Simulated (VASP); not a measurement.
# BP: energy against volume

BP (zinc blende, F-43m, 11.312 Å³/atom and stress up to 0.02 GPa in the relaxed cell, cube axes along x, y and z) under an equal strain ε along all three axes. LDA in VASP (plane waves, PAW), 600 eV, 12×12×12 Γ-centred mesh, Gaussian smearing 0.05 eV; ions are relaxed, or left where forces stay under 0.02 eV/Å, within the symmetry of each cell.

Here V stands for volume and E for E less E0.

```
volume (Å³/atom)  E less E0 (meV/atom)  pressure (GPa)
----------------  --------------------  --------------
10.6471                          23.79           11.89
10.8109                          13.24            8.64
10.9764                           5.83            5.58
11.1436                           1.47            2.70
11.3124                           0.00           -0.02
11.4829                           1.33           -2.57
11.6552                           5.33           -4.97
11.8291                          11.90           -7.22
12.0048                          20.93           -9.33
12.3614                              ?               ?
```

The 9 complete rows are fitted with the third-order Birch-Murnaghan form, a cubic in V^(-2/3), E against V. With u = V^(-2/3) - 0.199, the rows have u = 0.007623, 0.005531, 0.003470, 0.001439, -0.000560, -0.002529, -0.004470, -0.006381, -0.008265. Least squares gives E = 0.127 + 420.71·u + 353667·u² - 214957·u³. Residuals (row less fit): 0.000, 0.003, -0.006, 0.006, -0.002, 0.002, -0.002, 0.001, 0.000; standard error 0.004 (degrees of freedom: 5). Its minimum lies at u = -0.000594, so V0 = (0.198406)^(-3/2) = 11.32. There d²E/du² = 708100 and d³E/du³ = -1290000, so B0 = (4/9) × 11.32^(-7/3) × 708100 × 0.160218 = 175 GPa (the last factor turns the table's units into GPa), and B0' = 4 + (2/3) × 0.198406 × (-1290000)/708100 = 3.8. B0' rests on the cubic coefficient alone and has a standard error of 0.1 from these residuals.

Question: Predict the withheld E at V = 12.3614 from the fit, and compare with the calculation.

Answer: u = -0.011951, so E = 0.127 + 420.71 × (-0.011951) + 353667 × (-0.011951)² - 214957 × (-0.011951)³ = 45.979 meV/atom. The calculation gives 45.97 meV/atom, 0.009 meV/atom below the prediction (0.0 % of the range of E in the table). The row lies outside the fitted rows, so this is an extrapolation. The scatter of the fitted rows lies at the last printed digit.

Other structures, which can take over under pressure, weren't tried. The same form fitted to the pressure column gives B0' = 3.8; series where the two differ by over 0.4 aren't shown. Rows are the converged runs of the series near zero and its far end, less any whose ions stayed unrelaxed beside relaxed ones; series whose fitted rows scatter by over a few per cent of the range, as at a crossing or softening among them, aren't shown in this form.
